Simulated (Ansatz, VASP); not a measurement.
# H15C8S2N3O4F2: VASP beside Ansatz, part 2 of 3

One calculation is typed for both programs; each brings its own data sets. How far apart do they land? Of the first pair: The structure shown is the start of the Ansatz relaxation below; VASP solves that cell, so the two are compared at the walk's first step.

VASP 6.6.1 and Ansatz 0.2.0.

So far: The structure; Ansatz: relaxation, PBE with D3(BJ).

## 3. VASP: single point, PBE with D3(BJ), start cell, pair 1

Level of this step: PBE with D3(BJ); plane waves and PAW (C, N, H, S, O, F) (VASP).

The same cell, functional and mesh now go to VASP, with its own data sets.

Lines of VASP's logs that name or quote its potential files are left out, and so is its time.

INCAR reads:

```
SYSTEM = H15C8S2N3O4F2
PREC = Accurate
ENCUT = 520
EDIFF = 1E-06
NELM = 120
ISMEAR = 0
SIGMA = 0.01
LREAL = Auto
ALGO = Normal
GGA = PE
IVDW = 12
NBANDS = 399
LORBIT = 11
LWAVE = .FALSE.
LCHARG = .FALSE.
ISIF = 2
LASPH = .TRUE.
GGA_COMPAT = .FALSE.
EFERMI = MIDGAP
```

POSCAR reads:

```
H15C8S2N3O4F2
1.0
   12.5138900000      0.0000000000      0.0000000000
    0.0000000000     12.5138900000      0.0000000000
    0.0000000000      0.0000000000     12.5138900000
C N H S O F
40 15 75 10 20 10
Direct
    0.3155773305      0.1159591462      0.2500501443
    0.2809038596      0.2141700143      0.3079218373
    0.2132909911      0.2909407067      0.2368008669
    0.1252368368      0.2423467043      0.1768674649
    0.0868634773      0.3894632285      0.0391325159
    0.0003835738      0.4562370294      0.0219276340
    0.8105233465      0.4572119461      0.0974197472
    0.9604607360      0.3446809905      0.1488426061
    0.3891116192      0.8277921574      0.0014304105
    0.4832470159      0.8147826136      0.0817971071
    0.5251124950      0.7030188055      0.0747968857
    0.6167626533      0.6954991613      0.1480674674
    0.5641411264      0.7591324520      0.3299773292
    0.5287324725      0.7050325678      0.4172883092
    0.5069087230      0.5109762032      0.4688310350
    0.5801793048      0.5841029448      0.2965105175
    0.2003533673      0.7614738503      0.2677105201
    0.0900119787      0.8038587522      0.2601429292
    0.0132013307      0.7256017114      0.3104230579
    0.8957806086      0.7632318967      0.3172634568
    0.8221424353      0.9434236676      0.3670161716
    0.8143590842      0.0001518313      0.4565406920
    0.8885326625      0.9685877053      0.6438285777
    0.8995763907      0.8546662948      0.4902712106
    0.6034174825      0.2258130765      0.2189487042
    0.6264239177      0.1132261831      0.1778184082
    0.6519395648      0.0928328441      0.0632497169
    0.5686561093      0.1263715759      0.9894685026
    0.6081482257      0.0051462815      0.8297100262
    0.5903919565      0.0195782447      0.7205033766
[... 134 atom lines left out ...]
    0.5584274754      0.6024425658      0.6807795178
    0.7692811748      0.5573087186      0.6474725285
    0.8236287837      0.2218015341      0.6021468944
    0.9194503068      0.5724918471      0.4614392487
    0.3368736660      0.5185198208      0.0329074333
    0.3943617852      0.5303067232      0.7044492160
```

KPOINTS reads:

```
Automatic mesh
0
Gamma
1 1 1
0 0 0
```

Potentials, in the order of the species: C, N, H, S, O and F (PBE family, release 64).

Started as:

```console
export OMP_NUM_THREADS=3
mpirun -np 1 vasp_gam
```

Numbers of over 12 decimals in the logs are rounded to 6 here.

Output:

```text
[banner, memory and clock lines left out]
running    1 mpi-ranks, on    1 nodes
[...]
Offloading initialized ...    1 GPUs detected
[...]
LDA part: xc-table for (Slater+PW92), standard interpolation
 POSCAR, INCAR and KPOINTS ok, starting setup
[...]
entering main loop
       N       E                     dE             d eps       ncg     rms          rms(c)
DAV:   1     0.474579325994E+04    0.47458E+04   -0.30531E+05   822   0.132E+03
DAV:   2    -0.560216192160E+03   -0.53060E+04   -0.50620E+04  1013   0.323E+02
DAV:   3    -0.105886585799E+04   -0.49865E+03   -0.49447E+03   980   0.105E+02
DAV:   4    -0.107021729156E+04   -0.11351E+02   -0.11290E+02   996   0.173E+01
[...]
DAV:  18    -0.966022960460E+03    0.59729E-05   -0.77199E-06   948   0.822E-03    0.704E-03
DAV:  19    -0.966022957343E+03    0.31173E-05   -0.31113E-06   860   0.639E-03    0.259E-03
DAV:  20    -0.966022956530E+03    0.81299E-06   -0.26450E-06   820   0.396E-03
   1 F= -.97625718E+03 E0= -.97625718E+03  d E =0.000000E+00
```

Parts of OUTCAR (step 3):

```text
  FREE ENERGIE OF THE ION-ELECTRON SYSTEM (eV)
  ---------------------------------------------------
  free  energy   TOTEN  =      -976.2571810853 eV

  energy  without entropy=     -976.2571810853  energy(sigma->0) =     -976.25718109
```

The run ends at a pressure of 2.55 GPa, with forces up to 5.6 eV/Å.

## 4. Comparison

Known differences besides the potentials themselves: fixed occupations in Ansatz, narrow Gaussian smearing in VASP; the cutoff is 420 eV in Ansatz and 520 eV in VASP (PREC = Accurate, projectors in real space). Total energies have different zeros and are not compared.

Forces on 9 of the 170 atoms, those with the largest forces and the largest differences (eV/Å; atoms numbered as in POSCAR):

| atom | Ansatz x, y, z | VASP x, y, z |
| --- | --- | --- |
| N47 | 1.952, -1.820, -3.348 | 1.950, -1.825, -3.320 |
| H87 | 1.142, -3.112, -3.554 | 1.142, -3.111, -3.551 |
| S132 | -4.516, 3.090, 0.421 | -4.380, 2.837, 0.108 |
| S135 | -2.029, 4.273, -2.738 | -1.924, 4.474, -2.650 |
| S136 | 3.081, -4.599, -0.357 | 3.087, -4.705, -0.060 |
| S137 | 0.968, -4.088, -2.517 | 0.832, -3.970, -2.737 |
| S138 | -3.566, 3.080, -2.970 | -3.561, 2.811, -3.123 |
| O144 | 0.296, -2.533, -0.764 | 0.335, -2.130, -0.532 |
| O155 | 1.297, -0.959, -1.047 | 1.114, -0.870, -0.734 |

The forces differ by 71 meV/Å r.m.s., which is 6.0 % of the r.m.s. force of 1.185 eV/Å (both taken over all components).

## 5. Ansatz: relaxation, PBE with D3(BJ)

This run makes the geometry at which the two programs are then compared.

The structure compared here is the end of the Ansatz relaxation.

input.yaml reads:

```yaml
crystal:
  lattice:
    - [12.51389, 0.0, 0.0]
    - [0.0, 12.51389, 0.0]
    - [0.0, 0.0, 12.51389]
  atoms:
    - { symbol: C, position: [0.31558, 0.11596, 0.25005] }
    - { symbol: C, position: [0.2809, 0.21417, 0.30792] }
    - { symbol: C, position: [0.21329, 0.29094, 0.2368] }
    - { symbol: C, position: [0.12524, 0.24235, 0.17687] }
    - { symbol: "N", position: [0.06116, 0.32334, 0.12183] }
    - { symbol: C, position: [0.08686, 0.38946, 0.03913] }
    - { symbol: C, position: [0.00038, 0.45624, 0.02193] }
    - { symbol: "N", position: [0.91705, 0.42034, 0.09164] }
    - { symbol: C, position: [0.81052, 0.45721, 0.09742] }
    - { symbol: C, position: [0.96046, 0.34468, 0.14884] }
    - { symbol: H, position: [0.24384, 0.06805, 0.25121] }
    - { symbol: H, position: [0.3773, 0.07502, 0.30554] }
    - { symbol: H, position: [0.34669, 0.13244, 0.16836] }
    - { symbol: H, position: [0.24039, 0.19082, 0.3852] }
    - { symbol: H, position: [0.35557, 0.25518, 0.33086] }
    - { symbol: H, position: [0.27302, 0.34037, 0.18464] }
    - { symbol: H, position: [0.18025, 0.33778, 0.30307] }
    - { symbol: H, position: [0.06995, 0.20347, 0.23133] }
    - { symbol: H, position: [0.15292, 0.1821, 0.12524] }
    - { symbol: H, position: [0.15942, 0.38798, 0.99627] }
    - { symbol: H, position: [0.97726, 0.52514, 0.97683] }
    - { symbol: H, position: [0.7857, 0.48606, 0.0169] }
    - { symbol: H, position: [0.75906, 0.40219, 0.14326] }
    - { symbol: H, position: [0.81455, 0.52619, 0.15426] }
    - { symbol: H, position: [0.91784, 0.29421, 0.20576] }
    - { symbol: C, position: [0.38911, 0.82779, 0.00143] }
    - { symbol: C, position: [0.48325, 0.81478, 0.0818] }
    - { symbol: C, position: [0.52511, 0.70302, 0.0748] }
    - { symbol: C, position: [0.61676, 0.6955, 0.14807] }
    - { symbol: "N", position: [0.59326, 0.68146, 0.2563] }
    - { symbol: C, position: [0.56414, 0.75913, 0.32998] }
    - { symbol: C, position: [0.52873, 0.70503, 0.41729] }
    - { symbol: "N", position: [0.53599, 0.59693, 0.39406] }
    - { symbol: C, position: [0.50691, 0.51098, 0.46883] }
    - { symbol: C, position: [0.58018, 0.5841, 0.29651] }
    - { symbol: H, position: [0.34039, 0.88999, 0.03071] }
    - { symbol: H, position: [0.33038, 0.75813, 0.99029] }
    - { symbol: H, position: [0.42024, 0.83948, 0.92504] }
    - { symbol: H, position: [0.46544, 0.8443, 0.16018] }
    - { symbol: H, position: [0.54671, 0.87287, 0.05023] }
    - { symbol: H, position: [0.46416, 0.65206, 0.09473] }
    - { symbol: H, position: [0.5625, 0.68241, 0.99918] }
    - { symbol: H, position: [0.66201, 0.61888, 0.13034] }
    - { symbol: H, position: [0.67238, 0.76087, 0.14126] }
    - { symbol: H, position: [0.56919, 0.83958, 0.30139] }
    - { symbol: H, position: [0.50176, 0.72544, 0.49493] }
    - { symbol: H, position: [0.48268, 0.44026, 0.42869] }
    - { symbol: H, position: [0.57515, 0.50002, 0.52196] }
    - { symbol: H, position: [0.43871, 0.53854, 0.51965] }
    - { symbol: H, position: [0.60894, 0.50943, 0.26103] }
    - { symbol: C, position: [0.20035, 0.76147, 0.26771] }
    - { symbol: C, position: [0.09001, 0.80386, 0.26014] }
    - { symbol: C, position: [0.0132, 0.7256, 0.31042] }
    - { symbol: C, position: [0.89578, 0.76323, 0.31726] }
    - { symbol: "N", position: [0.885, 0.8548, 0.38521] }
    - { symbol: C, position: [0.82214, 0.94342, 0.36702] }
    - { symbol: C, position: [0.81436, 0.00015, 0.45654] }
    - { symbol: "N", position: [0.87062, 0.94697, 0.53428] }
    - { symbol: C, position: [0.88853, 0.96859, 0.64383] }
    - { symbol: C, position: [0.89958, 0.85467, 0.49027] }
    - { symbol: H, position: [0.21573, 0.72023, 0.34182] }
    - { symbol: H, position: [0.20795, 0.71096, 0.20744] }
    - { symbol: H, position: [0.25522, 0.82686, 0.26356] }
    - { symbol: H, position: [0.09414, 0.88722, 0.28801] }
    - { symbol: H, position: [0.0739, 0.81248, 0.1762] }
    - { symbol: H, position: [0.04444, 0.70215, 0.39121] }
    - { symbol: H, position: [0.02468, 0.64484, 0.28096] }
    - { symbol: H, position: [0.86294, 0.78768, 0.24071] }
    - { symbol: H, position: [0.84053, 0.69741, 0.3441] }
    - { symbol: H, position: [0.79511, 0.94982, 0.2883] }
    - { symbol: H, position: [0.76473, 0.06948, 0.48057] }
    - { symbol: H, position: [0.91244, 0.05585, 0.65927] }
    - { symbol: H, position: [0.8121, 0.95153, 0.68307] }
    - { symbol: H, position: [0.93954, 0.90596, 0.67407] }
    - { symbol: H, position: [0.93272, 0.78302, 0.5283] }
    - { symbol: C, position: [0.60342, 0.22581, 0.21895] }
    - { symbol: C, position: [0.62642, 0.11323, 0.17782] }
    - { symbol: C, position: [0.65194, 0.09283, 0.06325] }
    - { symbol: C, position: [0.56866, 0.12637, 0.98947] }
    - { symbol: "N", position: [0.58534, 0.10805, 0.87991] }
    - { symbol: C, position: [0.60815, 0.00515, 0.82971] }
    - { symbol: C, position: [0.59039, 0.01958, 0.7205] }
    - { symbol: "N", position: [0.57464, 0.12938, 0.7052] }
    - { symbol: C, position: [0.56252, 0.18173, 0.60446] }
    - { symbol: C, position: [0.57861, 0.18231, 0.802] }
    - { symbol: H, position: [0.56793, 0.21809, 0.29716] }
    - { symbol: H, position: [0.54868, 0.27314, 0.16794] }
    - { symbol: H, position: [0.67964, 0.26951, 0.22438] }
    - { symbol: H, position: [0.67992, 0.0786, 0.23611] }
    - { symbol: H, position: [0.55223, 0.0645, 0.18774] }
    - { symbol: H, position: [0.72728, 0.14098, 0.04802] }
    - { symbol: H, position: [0.67504, 0.00749, 0.053] }
    - { symbol: H, position: [0.50051, 0.08628, 0.00883] }
    - { symbol: H, position: [0.55568, 0.2108, 0.99918] }
    - { symbol: H, position: [0.63384, 0.93558, 0.87316] }
    - { symbol: H, position: [0.59768, 0.96253, 0.65283] }
    - { symbol: H, position: [0.62489, 0.24552, 0.60588] }
    - { symbol: H, position: [0.48579, 0.21492, 0.60268] }
    - { symbol: H, position: [0.58042, 0.131, 0.53776] }
    - { symbol: H, position: [0.56275, 0.26233, 0.81225] }
    - { symbol: C, position: [0.28141, 0.06604, 0.8995] }
    - { symbol: C, position: [0.20429, 0.11157, 0.81288] }
    - { symbol: C, position: [0.13473, 0.20386, 0.85143] }
    - { symbol: C, position: [0.05107, 0.24342, 0.77233] }
    - { symbol: "N", position: [0.10049, 0.30895, 0.68686] }
    - { symbol: C, position: [0.14428, 0.27277, 0.59095] }
    - { symbol: C, position: [0.17038, 0.36498, 0.53841] }
    - { symbol: "N", position: [0.14599, 0.4489, 0.60929] }
    - { symbol: C, position: [0.14466, 0.56423, 0.58166] }
    - { symbol: C, position: [0.10574, 0.41279, 0.69976] }
    - { symbol: H, position: [0.23592, 0.03012, 0.95745] }
    - { symbol: H, position: [0.33627, 0.12819, 0.92792] }
    - { symbol: H, position: [0.32673, 0.00684, 0.85911] }
    - { symbol: H, position: [0.15606, 0.05058, 0.77654] }
    - { symbol: H, position: [0.24687, 0.14426, 0.74022] }
    - { symbol: H, position: [0.18879, 0.26651, 0.86862] }
    - { symbol: H, position: [0.09211, 0.16648, 0.92133] }
    - { symbol: H, position: [0.00242, 0.18334, 0.73095] }
    - { symbol: H, position: [0.00012, 0.28505, 0.82007] }
    - { symbol: H, position: [0.15337, 0.18974, 0.57461] }
    - { symbol: H, position: [0.22146, 0.38877, 0.47647] }
    - { symbol: H, position: [0.18827, 0.57883, 0.51068] }
    - { symbol: H, position: [0.18329, 0.59429, 0.65382] }
    - { symbol: H, position: [0.06529, 0.59461, 0.58144] }
    - { symbol: H, position: [0.06192, 0.46101, 0.75359] }
    - { symbol: "N", position: [0.32557, 0.91415, 0.6099] }
    - { symbol: S, position: [0.38358, 0.96383, 0.51302] }
    - { symbol: O, position: [0.49445, 0.92754, 0.50109] }
    - { symbol: O, position: [0.3571, 0.07218, 0.48664] }
    - { symbol: F, position: [0.33098, 0.90282, 0.41506] }
    - { symbol: S, position: [0.21422, 0.87171, 0.58096] }
    - { symbol: O, position: [0.1389, 0.95433, 0.53983] }
    - { symbol: O, position: [0.20566, 0.77291, 0.52838] }
    - { symbol: F, position: [0.17663, 0.84971, 0.70123] }
    - { symbol: "N", position: [0.00136, 0.83081, 0.99615] }
    - { symbol: S, position: [0.97084, 0.94135, 0.04264] }
    - { symbol: O, position: [0.0588, 0.00603, 0.07992] }
    - { symbol: O, position: [0.86977, 0.93978, 0.10606] }
    - { symbol: F, position: [0.937, 0.00663, 0.94039] }
    - { symbol: S, position: [0.90613, 0.76379, 0.95321] }
    - { symbol: O, position: [0.87731, 0.67834, 0.02673] }
    - { symbol: O, position: [0.82262, 0.82329, 0.89855] }
    - { symbol: F, position: [0.95812, 0.69953, 0.85878] }
    - { symbol: "N", position: [0.69481, 0.62131, 0.82844] }
    - { symbol: S, position: [0.63029, 0.68976, 0.74597] }
    - { symbol: O, position: [0.68741, 0.7398, 0.6573] }
    - { symbol: O, position: [0.55274, 0.7672, 0.78593] }
    - { symbol: F, position: [0.55843, 0.60244, 0.68078] }
    - { symbol: S, position: [0.7448, 0.52529, 0.77096] }
    - { symbol: O, position: [0.85317, 0.50272, 0.80425] }
    - { symbol: O, position: [0.67968, 0.42958, 0.77242] }
    - { symbol: F, position: [0.76928, 0.55731, 0.64747] }
    - { symbol: "N", position: [0.87769, 0.39747, 0.52624] }
    - { symbol: S, position: [0.8433, 0.28213, 0.49085] }
    - { symbol: O, position: [0.92437, 0.22, 0.42962] }
    - { symbol: O, position: [0.7401, 0.26498, 0.44377] }
    - { symbol: F, position: [0.82363, 0.2218, 0.60215] }
    - { symbol: S, position: [0.86656, 0.46576, 0.4269] }
    - { symbol: O, position: [0.92598, 0.44219, 0.3331] }
    - { symbol: O, position: [0.75482, 0.49427, 0.40716] }
    - { symbol: F, position: [0.91945, 0.57249, 0.46144] }
    - { symbol: "N", position: [0.45573, 0.48659, 0.87418] }
    - { symbol: S, position: [0.42897, 0.44137, 0.98852] }
    - { symbol: O, position: [0.5103, 0.44967, 0.07086] }
    - { symbol: O, position: [0.36894, 0.34378, 0.98679] }
    - { symbol: F, position: [0.33687, 0.51852, 0.03291] }
    - { symbol: S, position: [0.35859, 0.4543, 0.80201] }
    - { symbol: O, position: [0.36368, 0.34929, 0.75318] }
    - { symbol: O, position: [0.25524, 0.49614, 0.83531] }
    - { symbol: F, position: [0.39436, 0.53031, 0.70445] }
kpoints:
  mp_grid: { grid: [1, 1, 1] }
hamiltonian:
  xc: pbe
  dispersion: d3bj
scf:
  occupations: { method: fixed }
output:
  forces: true
relax:
  f_tol: 0.06
  max_steps: 150
```

Started as:

```console
ansatz run input.yaml --threads 4 --pin off --max-ram 8192MiB --backend cpu --events-out ev --progress --plain --runs-dir out
```

Output:

```text
[...]
Crystal: 170 atoms, lattice volume = 1959.643 Å³
Basis set: ecut = 420 eV, 38401 PW (Γ), exchange–correlation on 180×180×180 points (8 copies of the dense FFT grid, shifted against one another)
Bands: 450, of which v1, the nominal top of the filled ones, is band 280 counted from 1 (279 counted from 0)
Symmetry: 1 space group operations
[...]
k-points: 1
[...]
- { symbol: S, position: [0.886938, 0.469292, 0.405258] }
[...]
- { symbol: F, position: [0.896836, 0.564425, 0.490612] }
    - { symbol: N, position: [0.436918, 0.452126, 0.914170] }
    - { symbol: S, position: [0.415412, 0.438968, 1.038163] }
    - { symbol: O, position: [0.516983, 0.444973, 0.092822] }
    - { symbol: O, position: [0.342364, 0.354736, 1.068782] }
    - { symbol: F, position: [0.353223, 0.547752, 0.072252] }
    - { symbol: S, position: [0.343527, 0.460032, 0.827340] }
    - { symbol: O, position: [0.387740, 0.432446, 0.724601] }
    - { symbol: O, position: [0.240458, 0.417737, 0.857845] }
    - { symbol: F, position: [0.324423, 0.587197, 0.821210] }
```

[end of part 2 of 3]

[Lines on the potential files, build, host, timing and source positions are cut from VASP's logs without a mark.]

[Logs are printed without paths, hosts, clocks, repeated set-up lines and the standing remarks that a program may print on its own settings, such as how far it seeks lower states.]

[Hosts, paths, dates, database ids (printed as entryN), source tags and the programs' standing remarks are cut or masked in the printed files.]
